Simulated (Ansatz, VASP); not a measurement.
# Cross-check of Fe3RhN between VASP and Ansatz, part 3 of 3

Aim: how closely do two programs agree when they are given the same cell, functional and k mesh? The cell is taken from a series of runs on this material, whose earlier steps may have relaxed, scaled, displaced or heated it; both programs get it as it stands.

VASP 6.6.1 and Ansatz 0.2.0.

So far: Set-up; Ansatz: relaxation of cell and atoms, PBEsol, pair 1; VASP: relaxation of cell and atoms, PBEsol, pair 1; Comparison.

### Step 5. Ansatz: relaxation of cell and atoms, PBEsol, pair 2

Level of this step: Ansatz beside VASP: Kohn-Sham DFT, plane waves, PBEsol (Ansatz).

The relaxed volume is the usual yardstick between codes: in a stiff, nearly cubic crystal its relative difference is about their pressure difference at one cell divided by the bulk modulus.

The cell is taken from a series of runs on this material, whose earlier steps may have relaxed, scaled, displaced or heated it; both programs get it as it stands.

Input file input.yaml:

```yaml
crystal:
  lattice:
    - [3.7706100254, 0.0, 0.0]
    - [0.0, 3.7706100254, 0.0]
    - [0.0, 0.0, 3.7706100254]
  atoms:
    - { symbol: Fe, position: [0.0, 0.5, 0.5], spin: 2.41 }
    - { symbol: Fe, position: [0.5, 0.5, 0.0], spin: 2.41 }
    - { symbol: Fe, position: [0.5, 0.0, 0.5], spin: 2.41 }
    - { symbol: Rh, position: [0.0, 0.0, 0.0], spin: 0.89 }
    - { symbol: "N", position: [0.5, 0.5, 0.5] }
kpoints:
  mp_grid: { grid: [12, 12, 12] }
hamiltonian:
  xc: pbesol
  pseudopotentials: { kind: paw, azcp: { folder: soft_1 }, xc_functional: pbe }
scf:
  occupations: { method: gaussian, width: 0.15 }
output:
  forces: true
  stress: true
  eigenvalues: true
  populations: true
magnetization:
  spin_polarized: true
relax:
  adjacent_minimum: "off"
  f_tol: 0.001
  max_steps: 60
  cell: { stress_tol: 0.01 }
```

Command:

```console
$ ansatz run input.yaml --threads 4 --pin off --max-ram 10240MiB --backend cpu --events-out ev --progress --plain --runs-dir out
```

Numbers of over 12 decimals in the logs are rounded to 6 here.

Log:

```text
[...]
Crystal: 5 atoms, lattice volume = 53.609 Å³
Basis set: ecut = 420 eV, 1021 PW (Γ), exchange–correlation on 54×54×54 points (8 copies of the dense FFT grid, shifted against one another)
Bands: 47, of which v1, the nominal top of the filled ones, is band 35 counted from 1 (34 counted from 0)
Symmetry: 48 space group operations
[...]
- { symbol: Fe, position: [0.5, 0, 0.5] }
    - { symbol: Rh, position: [0, 0, 0] }
    - { symbol: N, position: [0.5, 0.5, 0.5] }
--- Löwdin populations: 5 sites ---
  site symbol       q [e]    m [muB]
     0     Fe     15.4302     2.4002
     1     Fe     15.4302     2.4002
     2     Fe     15.4302     2.4002
     3     Rh     17.2143     0.8182
     4      N      5.8027     0.0620
  spilling = 0.009893 (of n_electrons = 70.000000)
[key lines of the parts left out:]
SCF converged after 9 iterations
Magnetization: 7.9545 μB (38.9773 up, 31.0227 down)
Free energy (F): -20064.438328 eV
Fermi energy:    18.900964 eV
P = ⅓ Tr σ = -0.0000 GPa (-0.000 kbar)
```

### Step 6. VASP: relaxation of cell and atoms, PBEsol, pair 2

The same cell, functional, mesh and smearing now go to VASP, with its own data sets.

Input file INCAR:

```
SYSTEM = Fe3RhN
PREC = Accurate
ENCUT = 600
EDIFF = 1E-07
NELM = 200
ISMEAR = 0
SIGMA = 0.15
LREAL = .FALSE.
ALGO = Normal
GGA = PS
NBANDS = 35
ISPIN = 2
MAGMOM = 2.18 2.18 2.18 0.8 0.02
LASPH = .TRUE.
LMAXMIX = 4
LORBIT = 11
LWAVE = .FALSE.
LCHARG = .FALSE.
ISIF = 3
IBRION = 2
NSW = 80
EDIFFG = -0.005
GGA_COMPAT = .FALSE.
NELMIN = 4
KPAR = 2
```

Input file POSCAR:

```
Fe3RhN
1.0
    3.7706100000      0.0000000000      0.0000000000
    0.0000000000      3.7706100000      0.0000000000
    0.0000000000      0.0000000000      3.7706100000
Fe Rh N
3 1 1
Direct
    0.0000000000      0.5000000000      0.5000000000
    0.5000000000      0.5000000000      0.0000000000
    0.5000000000      0.0000000000      0.5000000000
    0.0000000000      0.0000000000      0.0000000000
    0.5000000000      0.5000000000      0.5000000000
```

Input file KPOINTS:

```
Automatic mesh
0
Gamma
12 12 12
0 0 0
```

Potentials, in the order of the species: Fe, Rh_pv and N (PBE family, release 64).

Command:

```console
$ mpirun -np 2 vasp_std
```

Log:

```text
[banner, memory and clock lines left out]
running    2 mpi-ranks, on    1 nodes
[...]
[... a notice as in an earlier step ...]

 LDA part: xc-table for (Slater+PW92), standard interpolation
 POSCAR, INCAR and KPOINTS ok, starting setup
[...]
entering main loop
       N       E                     dE             d eps       ncg     rms          rms(c)
DAV:   1     0.457760370449E+03    0.45776E+03   -0.22260E+04 11912   0.174E+03
DAV:   2    -0.830610288421E+01   -0.46607E+03   -0.43448E+03 11817   0.424E+02
DAV:   3    -0.497917665381E+02   -0.41486E+02   -0.37344E+02 12835   0.145E+02
DAV:   4    -0.515102115881E+02   -0.17184E+01   -0.16953E+01 13395   0.302E+01
[...]
DAV:  18    -0.440615094485E+02    0.44681E-07   -0.22406E-06 15143   0.219E-02    0.654E-03
DAV:  19    -0.440615096337E+02   -0.18520E-06   -0.43982E-07 12990   0.927E-03    0.156E-03
DAV:  20    -0.440615096220E+02    0.11729E-07   -0.47466E-08  6467   0.206E-03
   1 F= -.44061510E+02 E0= -.44030538E+02  d E =-.440615E+02  mag=     7.9467
[...]
DAV:  10    -0.440615157899E+02   -0.49398E-07   -0.55638E-08  6429   0.300E-03
   2 F= -.44061516E+02 E0= -.44031278E+02  d E =-.616794E-05  mag=     8.0666
 trial-energy change:   -0.000006  1 .order   -0.000032   -0.002434    0.002369
 step:   0.4986(harm=  0.5067)  dis= 0.00000  next Energy=   -44.062113 (dE=-0.604E-03)
[...]
N       E                     dE             d eps       ncg     rms          rms(c)
DAV:   1    -0.440739706554E+02   -0.12455E-01   -0.16230E-01 12324   0.402E+00    0.102E+00
DAV:   2    -0.440848082699E+02   -0.10838E-01   -0.10778E-01 15644   0.331E+00    0.176E+00
DAV:   3    -0.440633608988E+02    0.21447E-01   -0.59273E-02 16208   0.371E+00    0.548E-01
DAV:   4    -0.440621689689E+02    0.11919E-02   -0.40882E-03 15961   0.104E+00    0.190E-01
[...]
DAV:   8    -0.440621111103E+02   -0.40414E-06   -0.29291E-06 13825   0.163E-02    0.473E-03
DAV:   9    -0.440621109837E+02    0.12657E-06   -0.32634E-07 10624   0.443E-03    0.289E-03
DAV:  10    -0.440621108987E+02    0.85064E-07   -0.46843E-08  6156   0.188E-03
   3 F= -.44062111E+02 E0= -.44031516E+02  d E =-.601277E-03  mag=     8.0077
[...]
reached required accuracy - stopping structural energy minimisation
```

OUTCAR, selected parts (step 6):

```text
  Total        0.0059368      0.0059368      0.0059368     -0.0000000     -0.0000000     -0.0000000
  in kB        0.1766886      0.1766886      0.1766886     -0.0000000     -0.0000000     -0.0000000
  external PRESSURE =       0.1766886 kB  Pullay stress =       0.0000000 kB

 POSITION                                       TOTAL-FORCE (eV/Angst)
 -----------------------------------------------------------------------------------
      0.00000      1.88793      1.88793         0.000000     -0.000000      0.000000
      1.88793      1.88793     -0.00000        -0.000000     -0.000000      0.000000
      1.88793      0.00000      1.88793        -0.000000      0.000000      0.000000
      0.00000      0.00000      0.00000        -0.000000     -0.000000      0.000000
      1.88793      1.88793      1.88793         0.000000     -0.000000      0.000000
 -----------------------------------------------------------------------------------
    total drift:                                0.000000      0.000000     -0.000000

  FREE ENERGIE OF THE ION-ELECTRON SYSTEM (eV)
  ---------------------------------------------------
  free  energy   TOTEN  =       -44.0621108987 eV

  energy  without entropy=      -44.0009203429  energy(sigma->0) =      -44.03151562

 magnetization (x)
# of ion       s       p       d       tot
------------------------------------------
    1        0.008  -0.003   2.376   2.382
    2        0.008  -0.003   2.376   2.382
    3        0.008  -0.003   2.376   2.382
    4       -0.029  -0.023   0.869   0.817
    5       -0.001   0.014   0.000   0.014
--------------------------------------------------
tot         -0.004  -0.016   7.997   7.978

[... 1 part as in an earlier step ...]

[... 3 further parts left out ...]
[key lines of the parts left out:]
E-fermi :   7.7311
```

### Step 7. Differences

What differs besides the data sets and the points named for the pairs above, as far as they apply: the data sets hold 70 valence electrons in Ansatz (on its PAW soft_1 files) and 44 in VASP. Total energies have different zeros and are not compared.

Both answers:

```tsv
quantity	Ansatz	VASP	difference
volume (Å³)	53.60	53.83	-0.44 %
edge a after relaxation, in the typed setting (Å)	3.770	3.776	-0.15 %
total moment (μB)	7.95	8.01	-0.05
moment on Fe1 (μB)	2.18	2.38	-0.20
moment on Fe2 (μB)	2.18	2.38	-0.20
moment on Fe3 (μB)	2.18	2.38	-0.20
moment on Rh4 (μB)	0.80	0.82	-0.01
```

### Step 8. Outcome

| Quantity | Value |
| --- | --- |
| difference in volume (relaxation of cell and atoms, PBEsol, pair 1) | -0.46 % |
| difference in volume (relaxation of cell and atoms, PBEsol, pair 2) | -0.44 % |

The difference in volume is -0.46 % (relaxation of cell and atoms, PBEsol, pair 1), within the 1.2 % picked in this series as the mark of a large difference, as far as the stopping tolerances let one tell. The data sets hold unlike numbers of valence electrons (70 in Ansatz and 44 in VASP), so part of the differences comes from the potentials. 1 further run of this series is not shown here. How closely two codes agree says nothing of how well the functional describes the real material.

[Lines on the potential files, build, host, timing and source positions are cut from VASP's logs without a mark.]

[Logs are printed without paths, hosts, clocks, repeated set-up lines and the standing remarks that a program may print on its own settings, such as how far it seeks lower states.]

[Hosts, paths, dates, database ids (printed as entryN), source tags and the programs' standing remarks are cut or masked in the printed files.]
